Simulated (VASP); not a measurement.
All values below come from PBEsol GGA, VASP's PBE PAW potentials (set 64) (plane waves; VASP).

VASP ran on this input.

**POSCAR**
```
BBi
1.0
  0.0000000000   2.7269603414   2.7269603414
  2.7269603414   0.0000000000   2.7269603414
  2.7269603414   2.7269603414   0.0000000000
B Bi
1 1
Direct
  0.0000000000   0.0000000000   0.0000000000
  0.2500000000   0.2500000000   0.2500000000
```

### KPOINTS
```
Automatic
0
Gamma
 8 8 8
0 0 0
```

INCAR:
```
ALGO  =  Normal
EDIFF  =  1E-6
EDIFFG  =  -0.01
ENCUT  =  520
GGA  =  PS
IBRION  =  2
ISIF  =  3
ISMEAR  =  0
LASPH  =  .TRUE.
LCHARG  =  .FALSE.
LMAXMIX  =  4
LREAL  =  .FALSE.
LWAVE  =  .FALSE.
NELM  =  100
NSW  =  60
PREC  =  Accurate
SIGMA  =  0.05
SYSTEM  =  BBi
```

POTCAR, in this order: B Bi_d (PBE.64 set). Program: vasp_std.

The resulting files:

**OSZICAR**
```
       N       E                     dE             d eps       ncg     rms          rms(c)
DAV:   1     0.129400503158E+03    0.12940E+03   -0.10158E+04   754   0.164E+03
DAV:   2    -0.112889124365E+01   -0.13053E+03   -0.12787E+03   794   0.375E+02
DAV:   3    -0.102132666960E+02   -0.90844E+01   -0.89861E+01   972   0.101E+02
DAV:   4    -0.104260200034E+02   -0.21275E+00   -0.21265E+00   889   0.170E+01
DAV:   5    -0.104321436487E+02   -0.61236E-02   -0.61232E-02   991   0.263E+00    0.368E+00
DAV:   6    -0.979319581914E+01    0.63895E+00   -0.14345E+00   944   0.978E+00    0.144E+00
DAV:   7    -0.976657554652E+01    0.26620E-01   -0.20927E-01   932   0.260E+00    0.717E-01
DAV:   8    -0.976106500938E+01    0.55105E-02   -0.23682E-02   961   0.169E+00    0.118E-01
DAV:   9    -0.976055150821E+01    0.51350E-03   -0.32918E-03  1058   0.673E-01    0.475E-02
DAV:  10    -0.976059965702E+01   -0.48149E-04   -0.28326E-04   953   0.173E-01    0.215E-02
DAV:  11    -0.976060581039E+01   -0.61534E-05   -0.55946E-05  1045   0.941E-02    0.621E-03
DAV:  12    -0.976060495372E+01    0.85667E-06   -0.38782E-06   864   0.172E-02
   1 F= -.97606050E+01 E0= -.97606050E+01  d E =-.976060E+01
```

**OUTCAR**
```
------------------------ aborting loop because EDIFF is reached ----------------------------------------
  FORCE on cell =-STRESS in cart. coord.  units (eV):
  Direction    XX          YY          ZZ          XY          YZ          ZX
  --------------------------------------------------------------------------------------
  Total       -0.0075942     -0.0075942     -0.0075942      0.0000000     -0.0000000      0.0000000
  in kB       -0.3000024     -0.3000024     -0.3000024      0.0000000     -0.0000000      0.0000000
  external PRESSURE =      -0.3000024 kB  Pullay stress =       0.0000000 kB
  volume of cell :       40.56
      direct lattice vectors                 reciprocal lattice vectors
     0.000000000  2.726960341  2.726960341    -0.183354335  0.183354335  0.183354335
     2.726960341  0.000000000  2.726960341     0.183354335 -0.183354335  0.183354335
     2.726960341  2.726960341  0.000000000     0.183354335  0.183354335 -0.183354335
 POSITION                                       TOTAL-FORCE (eV/Angst)
 -----------------------------------------------------------------------------------
      0.00000      0.00000      0.00000         0.000000      0.000000      0.000000
      1.36348      1.36348      1.36348        -0.000000     -0.000000     -0.000000
 -----------------------------------------------------------------------------------
    total drift:                                0.000000      0.000000      0.000000
  FREE ENERGIE OF THE ION-ELECTRON SYSTEM (eV)
  ---------------------------------------------------
  free  energy   TOTEN  =        -9.7606049537 eV

  energy  without entropy=       -9.7606049537  energy(sigma->0) =       -9.76060495

 reached required accuracy - stopping structural energy minimisation
```
(Selected blocks of OUTCAR.)

**OUTCAR**
```
 val. band max:        7.2529598307   @ k =   0.0000   0.0000   0.0000

 cond. band min:       7.7013236339   @ k =   0.0000   0.0000   0.0000


 Fermi energy:         7.4778942001

 k-point     1 :       0.0000    0.0000    0.0000
  band No.  band energies     occupation
      1     -15.8628      2.00000
      2     -15.8628      2.00000
      3     -15.8628      2.00000
      4     -15.7706      2.00000
      5     -15.7706      2.00000
      6      -7.0827      2.00000
      7       7.2530      2.00000
      8       7.2530      2.00000
      9       7.2530      2.00000
     10       7.7013      0.00000
     11      10.0449      0.00000
     12      10.0449      0.00000
     13      10.0449      0.00000

 k-point     2 :       0.1250    0.0000    0.0000
  band No.  band energies     occupation
      1     -15.8617      2.00000
      2     -15.8562      2.00000
      3     -15.8562      2.00000
      4     -15.7704      2.00000
      5     -15.7704      2.00000
      6      -6.8783      2.00000
      7       5.0877      2.00000
      8       6.8751      2.00000
      9       6.8751      2.00000
     10       8.3522      0.00000
     11      10.4969      0.00000
     12      10.4969      0.00000
     13      10.6349      0.00000

 k-point     3 :       0.2500    0.0000    0.0000
  band No.  band energies     occupation
      1     -15.8595      2.00000
      2     -15.8437      2.00000
      3     -15.8437      2.00000
      4     -15.7661      2.00000
      5     -15.7661      2.00000
      6      -6.2911      2.00000
      7       2.5074      2.00000
      8       6.2372      2.00000
      9       6.2372      2.00000
     10       8.0672      0.00000
     11      11.1619      0.00000
     12      11.1619      0.00000
     13      12.0074      0.00000

 k-point     4 :       0.3750    0.0000    0.0000
  band No.  band energies     occupation
      1     -15.8578      2.00000
      2     -15.8371      2.00000
      3     -15.8371      2.00000
...
```

Unless said otherwise, spin-orbit coupling is left out, though it shifts the bands of the heavy elements here.

The structure was generated: BBi was put into the zinc blende type (F-43m), which need not be its known phase. It was relaxed first, which changed the volume by +5 %. The start is the result of an earlier pass.
